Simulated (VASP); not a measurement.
Calculation: PBEsol GGA, VASP's PBE PAW potentials (set 64) (plane waves; VASP 6.6.1).

Input for VASP

INCAR:
```
ALGO = Normal
EDIFF = 1E-6
ENCUT = 300
GGA = PS
ISIF = 2
ISMEAR = 0
LASPH = T
LCHARG = F
LMAXMIX = 4
LREAL = F
LWAVE = F
NELM = 100
PREC = Accurate
SIGMA = 0.272
SYSTEM = Sb
```

**KPOINTS**
```
kpoints
0
Gamma
 2 2 2
```

**POSCAR**
```
Sb
1
    3.1514820000     0.0000000000     0.0000000000
    0.0000000000     3.1514820000     0.0000000000
    0.0000000000     0.0000000000     3.1514820000
Sb
1
Direct
  0.0000000000   0.0000000000   0.0000000000
```

POTCAR, in this order: Sb (PBE.64 set). Program: vasp_std.

The resulting files:

OSZICAR:
```
       N       E                     dE             d eps       ncg     rms          rms(c)
DAV:   1     0.547340384730E+01    0.54734E+01   -0.12656E+03    48   0.311E+02
DAV:   2    -0.629050306217E+01   -0.11764E+02   -0.11764E+02    60   0.675E+01
DAV:   3    -0.647877611594E+01   -0.18827E+00   -0.18827E+00    60   0.834E+00
DAV:   4    -0.648028197260E+01   -0.15059E-02   -0.15059E-02    78   0.999E-01
DAV:   5    -0.648028202891E+01   -0.56309E-07   -0.56303E-07    54   0.665E-03    0.221E+00
DAV:   6    -0.647835792629E+01    0.19241E-02   -0.10390E-03    72   0.260E-01    0.134E+00
DAV:   7    -0.647818433743E+01    0.17359E-03   -0.28672E-03    48   0.458E-01    0.800E-02
DAV:   8    -0.647840702051E+01   -0.22268E-03   -0.17593E-04    48   0.961E-02    0.790E-03
DAV:   9    -0.647841649168E+01   -0.94712E-05   -0.62055E-06    72   0.170E-02    0.346E-03
DAV:  10    -0.647841823677E+01   -0.17451E-05   -0.21040E-06    48   0.103E-02    0.414E-04
DAV:  11    -0.647841826390E+01   -0.27137E-07   -0.11277E-08    30   0.854E-04
   1 F= -.64784183E+01 E0= -.64784183E+01  d E =-.204837E-10
```

OUTCAR:
```
------------------------ aborting loop because EDIFF is reached ----------------------------------------
  FORCE on cell =-STRESS in cart. coord.  units (eV):
  Direction    XX          YY          ZZ          XY          YZ          ZX
  --------------------------------------------------------------------------------------
  Total       -1.6551043     -1.6551043     -1.6551043     -0.0000000      0.0000000     -0.0000000
  in kB      -84.7210756    -84.7210756    -84.7210756     -0.0000000      0.0000000     -0.0000000
  external PRESSURE =     -84.7210756 kB  Pullay stress =       0.0000000 kB
  volume of cell :       31.30
      direct lattice vectors                 reciprocal lattice vectors
     3.151482000  0.000000000  0.000000000     0.317311030  0.000000000  0.000000000
     0.000000000  3.151482000  0.000000000     0.000000000  0.317311030  0.000000000
     0.000000000  0.000000000  3.151482000     0.000000000  0.000000000  0.317311030
 POSITION                                       TOTAL-FORCE (eV/Angst)
 -----------------------------------------------------------------------------------
      0.00000      0.00000      0.00000         0.000000      0.000000      0.000000
 -----------------------------------------------------------------------------------
    total drift:                                0.000000     -0.000000      0.000000
  FREE ENERGIE OF THE ION-ELECTRON SYSTEM (eV)
  ---------------------------------------------------
  free  energy   TOTEN  =        -6.4784182639 eV

  energy  without entropy=       -6.4784182639  energy(sigma->0) =       -6.47841826
```
(Selected blocks of OUTCAR.)

The structure comes from a computed database's Sb entry (Pm-3m); how it stands against other phases isn't given here. The cell was not relaxed at this level. The k-mesh is coarse (spacing up to 1.00 per Å, 2π included), so the numbers may not be converged in it. The run is one of a series of settings (KPOINTS 2×2×2 Γ-centred mesh against the base run), some of them coarse on purpose.
